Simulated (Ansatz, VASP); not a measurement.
One calculation of Al3BP2, two programs

INCAR

```
  ALGO = Normal
  EDIFF = 1E-6
  ENCUT = 520
  GGA = PE
  ISIF = 2
  ISMEAR = 0
  LASPH = True
  LCHARG = False
  LREAL = False
  LWAVE = False
  NBANDS = 34
  NELM = 60
  PREC = Accurate
  SIGMA = 0.1
```

Contents of KPOINTS:

```
k-points
0
Gamma
  4 4 2
```

The input POSCAR:

```
Al3BP2
1.0
    3.9109653674      0.0000000000      0.0000000000
    0.2484804426      4.9522213605      0.0000000000
    0.4311298377      2.2275637525      9.8088924079
Al B P
6 2 4
Direct
    0.9963230468      0.6685569702      0.2087488905
    0.0321189150      0.3383033896      0.7728160492
    0.5387247569      0.0731536893      0.2723809188
    0.5591397056      0.9153347102      0.7633273556
    0.4981175331      0.4745456272      0.0062951372
    0.3772576778      0.4661807967      0.4909769031
    0.5005059807      0.5249521865      0.2354980871
    0.5234440914      0.4763965880      0.7749709744
    0.0092132952      0.1436904540      0.0641597040
    0.8745344071      0.1658137787      0.5597390917
    0.0679192298      0.8987571997      0.4211938542
    0.0227013603      0.8543146098      0.9298930342
```

Input for Ansatz:

```yaml
crystal:
  lattice:
    - [3.9109653674, 0.0, 0.0]
    - [0.2484804426, 4.9522213605, 0.0]
    - [0.4311298377, 2.2275637525, 9.8088924079]
  atoms:
    - { symbol: Al, position: [0.9963230468, 0.6685569702, 0.2087488905] }
    - { symbol: Al, position: [0.032118915, 0.3383033896, 0.7728160492] }
    - { symbol: Al, position: [0.5387247569, 0.0731536893, 0.2723809188] }
    - { symbol: Al, position: [0.5591397056, 0.9153347102, 0.7633273556] }
    - { symbol: Al, position: [0.4981175331, 0.4745456272, 0.0062951372] }
    - { symbol: Al, position: [0.3772576778, 0.4661807967, 0.4909769031] }
    - { symbol: B, position: [0.5005059807, 0.5249521865, 0.2354980871] }
    - { symbol: B, position: [0.5234440914, 0.476396588, 0.7749709744] }
    - { symbol: P, position: [0.0092132952, 0.143690454, 0.064159704] }
    - { symbol: P, position: [0.8745344071, 0.1658137787, 0.5597390917] }
    - { symbol: P, position: [0.0679192298, 0.8987571997, 0.4211938542] }
    - { symbol: P, position: [0.0227013603, 0.8543146098, 0.9298930342] }
basis:
  ecutwfc: 420
kpoints:
  mp_grid: { grid: [4, 4, 2] }
hamiltonian:
  xc: pbe
scf:
  occupations: { method: gaussian, width: 0.1 }
  lower_state_search: "off"
output:
  forces: true
  stress: true
  eigenvalues: true
```

Change from the starting cell: the structure that the rattled cell fell into.

Alike in both runs: task single point; functional PBE; k mesh 4 × 4 × 2; occupations gaussian, width 0.1 eV; no spin polarisation.

```csv
,VASP,Ansatz
version,VASP 6.6.1,Ansatz 0.2.0
potentials or method,"VASP PAW PBE potentials, release 64 (Al, B, P)","scalar-relativistic, plane waves, PAW"
plane-wave cutoff (eV),520,420
valence electrons in the cell,44,44
```

Ansatz gave:

- gap on the k mesh at the Fermi level (eV): none
- pressure (GPa): -0.2
- largest component of the traceless stress (GPa): 1.52
- rms of the force components (eV/Å): 0.130

Estimate VASP's values.

gap on the k mesh at the Fermi level (eV): none; pressure (GPa): -0.3; largest component of the traceless stress (GPa): 1.48; rms of the force components (eV/Å): 0.128.

Atom by atom the forces differ by 0.013 eV/Å (rms over components). A gap of «none» marks a metal or a gap that the smearing closes. The functional is the same, so the differences come from potentials, cutoffs and numerics.

Caveats: the k mesh is coarse (spacing up to 0.40 Å⁻¹), so the values aren't converged.
